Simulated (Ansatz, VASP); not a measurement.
# SiC: VASP beside Ansatz, part 3 of 3

Aim: how closely do two programs agree when they are given the same cell, functional and k mesh? The cell is taken from a series of runs on this material, whose earlier steps may have relaxed, scaled, displaced or heated it; both programs get it as it stands.

VASP 6.6.1 and Ansatz 0.2.0.

So far: The structure; VASP: zone-centre phonons, LDA.

### 3. Ansatz: zone-centre phonons, LDA

Level of this step: Ansatz beside VASP: Kohn-Sham DFT, plane waves, LDA (Ansatz).

Ansatz runs on its PAW soft_1 files.

The same cell, functional (in two slightly different forms) and mesh now go to Ansatz, which takes its cutoff from its data sets.

Input file input.yaml:

```yaml
crystal:
  lattice:
    - [3.0509767592, 0.0, 0.0]
    - [-1.5254883796, 2.6422233798, 0.0]
    - [0.0, 0.0, 10.3125547972]
  atoms:
    - { symbol: C, position: [0.6666666663, 0.3333333337, 0.7505221255] }
    - { symbol: C, position: [0.3333333337, 0.6666666663, 0.2505221255] }
    - { symbol: C, position: [-2.3e-09, 2.3e-09, 0.501076732] }
    - { symbol: C, position: [2.3e-09, -2.3e-09, 0.001076732] }
    - { symbol: Si, position: [0.666666669, 0.333333331, 0.9372403055] }
    - { symbol: Si, position: [0.333333331, 0.666666669, 0.4372403055] }
    - { symbol: Si, position: [-1.2e-09, 1.2e-09, 0.6871598369] }
    - { symbol: Si, position: [1.2e-09, -1.2e-09, 0.1871598369] }
kpoints:
  mp_grid: { grid: [9, 9, 4] }
hamiltonian:
  xc: lda
  pseudopotentials: { kind: paw, azcp: { folder: soft_1 }, xc_functional: pbe }
scf:
  occupations: { method: fixed }
output:
  eigenvalues: true
phonons:
  method: dfpt
  dielectric: true
  rigid_motions: translations
```

Launch:

```console
> ansatz run input.yaml --threads 8 --pin off --max-ram 16384MiB --backend cpu --events-out ev --progress --plain --runs-dir out
```

Numbers of over 12 decimals in the logs are rounded to 6 here.

The log of the run:

```text
Engine: ansatz 0.2.0, aarch64-unknown-linux-gnu
Pseudopotentials: kind: paw
Pseudopotential: C, paw, valence charge 4, recommended cutoff 420 eV (normal), soft_1/C.paw.azcp
Pseudopotential: Si, paw, valence charge 4, recommended cutoff 420 eV (normal), soft_1/Si.paw.azcp
Functional definition: SPW92
  exchange = slater_x
  correlation = pw_c
Crystal: 8 atoms, lattice volume = 83.133 Å³
Basis set: ecut = 420 eV, 1583 PW (Γ), exchange–correlation on 48×48×144 points (8 copies of the dense FFT grid, shifted against one another)
Bands: 24, of which v1, the nominal top of the filled ones, is band 16 counted from 1 (15 counted from 0)
Symmetry: 12 space group operations
k-points: 95 of 324 (irreducible under 2 space group operations, time reversal used)
Non-local potential: C, projectors of the file, l = 0: 2, l = 1: 2, l = 2: 1
Non-local potential: Si, projectors of the file, l = 0: 2, l = 1: 2, l = 2: 1
PAW form: soft (Blöchl's): semilocal exchange-correlation on the pseudo side does not see the compensation charge
PAW frozen core: C, regenerated for the run's functional, and the local potential with it (the file was generated under x = pbe(κ = 0.804, μ = 0.219515), c = pbe(β = 0.066725))
PAW frozen core: Si, regenerated for the run's functional, and the local potential with it (the file was generated under x = pbe(κ = 0.804, μ = 0.219515), c = pbe(β = 0.066725))
PAW one-centre angular grid: C, 110 points (default); XC on 64 Gauss nodes
PAW one-centre angular grid: Si, 110 points (default); XC on 64 Gauss nodes
Initial density: superposition of atomic densities (chi_scale 0.1, normalization cell, long waves kept (reshape's long-wave potential 0.00 eV rms))
Initial wavefunctions: pseudopotential atomic-orbital guess
Functional: x = slater, c = lda
SCF iter   1: F=—  HF=-3414.817880 eV  |F-HF|=—  |Δ(HF+E_count)|=         —  Δρ=1.37e-1  dr2=1.90e1  ethr=3.10e-3  ⟨swp⟩=4.9  Hψ=10626  notcnv=0  defer=489
preconditioner: auto → none  [insulator: Δε(μ)=3.985 eV  Ē_g=12.670 eV  n_scr=6 (ndim 8)  ℏωp=23.0 eV  f_vac=0.000  ε∞_Penn≈4.3]
SCF iter   2: F=—  HF=-3409.158661 eV  |F-HF|=—  |Δ(HF+E_count)|=    5.66e0  Δρ=5.06e-2  dr2=1.42e0  ethr=3.10e-3  ⟨swp⟩=4.0  Hψ=6320  notcnv=0  defer=555
SCF iter   3: F=—  HF=-3408.742301 eV  |F-HF|=—  |Δ(HF+E_count)|=   4.16e-1  Δρ=1.87e-2  dr2=1.51e-1  ethr=3.10e-3  ⟨swp⟩=2.4  Hψ=4337  notcnv=0  defer=539
SCF iter   4: F=—  HF=-3408.708769 eV  |F-HF|=—  |Δ(HF+E_count)|=   3.35e-2  Δρ=1.48e-3  dr2=1.09e-3  ethr=4.73e-4  ⟨swp⟩=2.3  Hψ=2701  notcnv=0  defer=568
SCF iter   5: F=—  HF=-3408.709080 eV  |F-HF|=—  |Δ(HF+E_count)|=   3.11e-4  Δρ=3.16e-4  dr2=2.20e-4  ethr=3.39e-6  ⟨swp⟩=2.1  Hψ=3665  notcnv=0  defer=570
SCF iter   6: F=—  HF=-3408.709026 eV  |F-HF|=—  |Δ(HF+E_count)|=   5.42e-5  Δρ=1.39e-4  dr2=1.44e-5  ethr=6.86e-7  ⟨swp⟩=2.0  Hψ=3050  notcnv=0  defer=557
SCF iter   7: F=—  HF=-3408.709027 eV  |F-HF|=—  |Δ(HF+E_count)|=   1.01e-6  Δρ=4.84e-5  dr2=2.75e-6  ethr=4.49e-8  ⟨swp⟩=2.0  Hψ=3048  notcnv=0  defer=324
SCF iter   8: F=—  HF=-3408.709028 eV  |F-HF|=—  |Δ(HF+E_count)|=   7.73e-7  Δρ=1.11e-5  dr2=9.50e-8  ethr=8.59e-9  ⟨swp⟩=2.4  Hψ=3501  notcnv=0  defer=273
SCF iter   9: F=—  HF=-3408.709028 eV  |F-HF|=—  |Δ(HF+E_count)|=   1.58e-8  Δρ=2.54e-6  dr2=2.47e-9  ethr=2.97e-10  ⟨swp⟩=2.5  Hψ=3444  notcnv=0  defer=273
SCF iter  10: F=-3408.709028 eV  HF=-3408.709028 eV  |F-HF|=3.18e-12  |Δ(HF+E_count)|=  3.18e-12  Δρ=4.64e-7  dr2=6.08e-11  ethr=1.00e-12  ⟨swp⟩=15.0  Hψ=19545  notcnv=0
SCF 1 converged in 10 iterations: F = -3408.709028 eV  dr2 = 6.08e-11
  greatest PAW one-centre occupation: 0.639 electrons in one spin orbital (limit 2), on the C atom at site 1 (counted from 0), in its partial waves of l = 0
NSCF: frozen V_eff on 4 k-points
DFPT response loops at Γ: preconditioner auto → Resta (q_TF=auto, 2.327 Å⁻¹)  ε∞=5.4 (no band partly filled); β = 1.00, the filter's whole step (`scf.mixing.beta` (0.50) is not read by the response loops at its default; to damp them type it under 1.00, their step now; it binds the ground state too); Broyden in place of MSR1
── the response to a field inside a basis, on 10×10×4 k-points: an SCF that follows is theirs, and a resumed run solves both again ──
Bands: 17, of which v1, the nominal top of the filled ones, is band 16 counted from 1 (15 counted from 0)
k-points: 60 of 400 (irreducible under 4 space group operations, time reversal used)
Initial density: handed on by an earlier stage of this run
Initial wavefunctions: pseudopotential atomic-orbital guess (no wavefunctions were taken with the density)
Eigensolver: Dense (60 Hₖ)
SCF iter   1: F=—  HF=-3408.699127 eV  |F-HF|=—  |Δ(HF+E_count)|=         —  Δρ=1.29e-4  dr2=3.42e-6  ethr=1.00e-1
preconditioner: auto → none  [insulator: Δε(μ)=2.164 eV  Ē_g=9.668 eV  n_scr=6 (ndim 8)  ℏωp=23.0 eV  f_vac=0.000  ε∞_Penn≈6.7]
SCF iter   2: F=—  HF=-3408.699128 eV  |F-HF|=—  |Δ(HF+E_count)|=   4.37e-7  Δρ=6.24e-5  dr2=7.55e-7  ethr=1.07e-8
SCF iter   3: F=-3408.699128 eV  HF=-3408.699128 eV  |F-HF|=2.59e-8  |Δ(HF+E_count)|=   2.24e-7  Δρ=3.50e-6  dr2=3.01e-8  ethr=2.36e-9
SCF 1 converged in 3 iterations: F = -3408.699128 eV  dr2 = 3.01e-8
  greatest PAW one-centre occupation: 0.640 electrons in one spin orbital (limit 2), on the C atom at site 1 (counted from 0), in its partial waves of l = 0
DFPT response loops at Γ: preconditioner auto → Resta (q_TF=auto, 2.327 Å⁻¹)  ε∞=5.3 (no band partly filled); β = 1.00, the filter's whole step (`scf.mixing.beta` (0.50) is not read by the response loops at its default; to damp them type it under 1.00, their step now; it binds the ground state too); Broyden in place of MSR1
SCF converged after 10 iterations
Free energy (F): -3408.709028 eV
Harris-Foulkes:  -3408.709028 eV  (|F-HF|=3.18e-12)
Internal energy: -3408.709028 eV  (E = F + TS)
E sigma→0 (E₀):  -3408.709028 eV
Fermi energy:    9.350503 eV
--- Per-component energies (eV) ---
  E_band       = 106.738457
  E_kinetic    = 532.047278
  E_local      = -390.947255  (includes V_loc(G=0)·N_el)
  E_nonlocal   = 188.511242
  E_hartree    = 127.004208
  E_xc         = -419.088766
  E_vxc        = -434.281480  (∫ρ·V_xc dr)
  E_paw        = -2310.121323  (= ΣΔE_a)
  E_vpaw       = -42.599915  (= ΣTr[D̂ρ^β])
  E_aug_tail   = 0.000192  (compensation charges beyond the density's cutoff)
  E_ewald      = -1136.703258
  E_core_change = 0.588653  (= ΣΔE_core)
  E_smearing   = -0.000000  (= −TS)
  E_closure    = 0.000000  (closes the sum)
  Σ components = -3408.709028   (vs F -3408.709028, Δ=0.00e0)
--- Band table (eV; the first three rows and the last of 95) ---
  k-point 0: bands = [... 12 lower, 8.8260, 8.9974, 9.3505, 9.3505, 14.7080, 14.9985, 15.2516, 15.8055, ... 4 higher]
  k-point 1: bands = [... 12 lower, 8.9821, 8.9821, 9.3012, 9.3012, 14.7769, 15.1198, 15.3488, 15.9702, ... 4 higher]
  k-point 2: bands = [... 12 lower, 9.1672, 9.1672, 9.1672, 9.1672, 14.9220, 14.9220, 16.1263, 16.1263, ... 4 higher]
  k-point 94: bands = [... 12 lower, 6.0307, 6.0307, 7.7467, 7.7467, 13.3842, 13.3842, 14.4032, 14.4032, ... 4 higher]
--- Phonons (Γ-DFPT): 8 representative perturbations + reference, on 95 of 324 k-points (Σ response iterations 26) ---
  k mesh reduced under 2 symmetry operations, with k and −k counted as one. Each operation leaves every solved perturbation unchanged. A smaller set is not considered because the run solves the response to a homogeneous field
  ASR residual: 1.722e-4 → 0.000e0 eV/Å²; symmetrization residual: 1.610e-6 eV/Å²
  ASR residual per site (eV/Å²): 1.72e-4 1.72e-4 3.27e-5 3.27e-5 8.87e-5 8.87e-5 1.58e-4 1.58e-4
  Γ frequencies (cm⁻¹): 0.00 0.00 0.00 191.01 191.01 196.91 196.91 259.22 259.22 375.89 382.15 575.56 738.19 757.01 757.01 768.83 768.83 775.28 775.28 790.11 790.11 796.62 868.70 877.20
  ε∞ (high-frequency dielectric tensor):
        6.965430     0.000000     0.000000
       -0.000000     6.965430    -0.000000
        0.000000     0.000000     7.522226
  ε⁰ (static dielectric tensor: ions relaxed, cell fixed):
       10.210145     0.000000     0.000000
        0.000000    10.210145    -0.000000
        0.000000    -0.000000    11.537109
  ε⁰ − ε∞ (ionic part):
        3.244715     0.000000     0.000000
        0.000000     3.244715    -0.000000
        0.000000    -0.000000     4.014884
  softest optical mode at Γ: 191.01 cm⁻¹; the repairs (sum rule, projections) moved no ω² at Γ by more than (2.19 cm⁻¹)²
  Born effective charges Z* (e; rows j = field, columns β = displacement):
    site 0:
        -2.70107    0.00000    0.00000
        -0.00000   -2.70107    0.00000
         0.00000   -0.00000   -2.75366
    site 1:
        -2.70107   -0.00000   -0.00000
         0.00000   -2.70107   -0.00000
         0.00000    0.00000   -2.75366
    site 2:
        -2.66408   -0.00000   -0.00000
        -0.00000   -2.66408    0.00000
        -0.00000    0.00000   -2.82135
    site 3:
        -2.66408   -0.00000    0.00000
         0.00000   -2.66408   -0.00000
         0.00000    0.00000   -2.82135
    site 4:
         2.67773   -0.00000   -0.00000
         0.00000    2.67773    0.00000
        -0.00000    0.00000    2.68049
    site 5:
[...]
site 6:
[...]
site 7:
[...]
Z* charge neutrality: 1.039e-2 e pre-enforcement
  solved inside a basis spanned on kpoints, on 10×10×4 k-points, its susceptibility summed on 14×14×4: ε∞ is read to err by 2.8e-2, Z* by 1.7e-2 e (field_mesh: kpoints solves on kpoints); Z* is corrected for what the basis lacks
  optical modes at Γ without the LO–TO term, one row a degenerate level:
      ω (cm⁻¹)  modes    IR ((D/Å)²/amu)
[...]
optical modes at Γ + LO–TO along q̂ = [1.0000, 0.0000, 0.0000]:
      ω (cm⁻¹)  modes    IR ((D/Å)²/amu)
[...]
optical modes at Γ + LO–TO along q̂ = [0.0000, 1.0000, 0.0000]:
      ω (cm⁻¹)  modes    IR ((D/Å)²/amu)
[...]
optical modes at Γ + LO–TO along q̂ = [0.0000, 0.0000, 1.0000]:
      ω (cm⁻¹)  modes    IR ((D/Å)²/amu)
[...]
757.01      2             0.1068
        768.83      2             0.0000
        775.28      2             0.0000
        790.11      2           157.7673
        796.33      1             0.0599
        868.70      1             0.0000
        877.20      1             0.0000
        914.41      1            85.2068
```

### 4. Differences

Known differences besides the potentials themselves: fixed occupations in Ansatz, narrow Gaussian smearing in VASP; VASP's response is taken on the typed mesh, Ansatz refines its own for the field response alone; the cutoff is 420 eV in Ansatz and 600 eV in VASP; VASP's log shows a relativistic correction to its local exchange, Ansatz's none. Total energies have different zeros and are not compared.

Both answers:

```
                                     quantity  Ansatz   VASP  difference
                                        ε∞ xx    6.97   7.03     -0.94 %
                                        ε∞ yy    6.97   7.03     -0.94 %
                                        ε∞ zz    7.52   7.53     -0.05 %
 Born charge of C1 (mean of the diagonal) (e)   -2.72  -2.70       -0.01
Born charge of Si5 (mean of the diagonal) (e)    2.68   2.66       +0.01
                   optical mode 1 to 2 (cm⁻¹)   191.0  191.2     -0.08 %
                   optical mode 3 to 4 (cm⁻¹)   196.9  197.1     -0.09 %
                   optical mode 5 to 6 (cm⁻¹)   259.2  259.6     -0.16 %
                        optical mode 7 (cm⁻¹)   375.9  376.1     -0.06 %
                        optical mode 8 (cm⁻¹)   382.1  383.1     -0.25 %
                        optical mode 9 (cm⁻¹)   575.6  574.8     +0.13 %
                       optical mode 10 (cm⁻¹)   738.2  738.1     +0.01 %
                 optical mode 11 to 12 (cm⁻¹)   757.0  756.9     +0.02 %
                 optical mode 13 to 14 (cm⁻¹)   768.8  768.4     +0.06 %
                 optical mode 15 to 16 (cm⁻¹)   775.3  774.8     +0.06 %
                 optical mode 17 to 18 (cm⁻¹)   790.1  790.0     +0.02 %
                       optical mode 19 (cm⁻¹)   796.6  797.0     -0.05 %
                       optical mode 20 (cm⁻¹)   868.7  868.7     +0.00 %
                       optical mode 21 (cm⁻¹)   877.2  876.6     +0.07 %
```

Modes are paired by rising frequency, not by their patterns, so a pair may set unlike modes beside each other; they are those without the splitting of longitudinal modes.

### 5. Summary of results

- r.m.s. difference of the optical zone-centre modes, each program's sorted by frequency (zone-centre phonons, LDA): 0.39 cm⁻¹
- difference in ε∞ xx (zone-centre phonons, LDA): -0.9 %

In words: The r.m.s. difference of the optical zone-centre modes, each program's sorted by frequency is 0.39 cm⁻¹ (zone-centre phonons, LDA). Among the rows given in per cent, the largest difference of the zone-centre phonons, LDA pair is in ε∞ xx, -0.9 %. How closely two codes agree says nothing of how well the functional describes the real material.

[Lines on the potential files, build, host, timing and source positions are cut from VASP's logs without a mark.]

[Logs are printed without paths, hosts, clocks, repeated set-up lines and the standing remarks that a program may print on its own settings, such as how far it seeks lower states.]

[Hosts, paths, dates, database ids (printed as entryN), source tags and the programs' standing remarks are cut or masked in the printed files.]
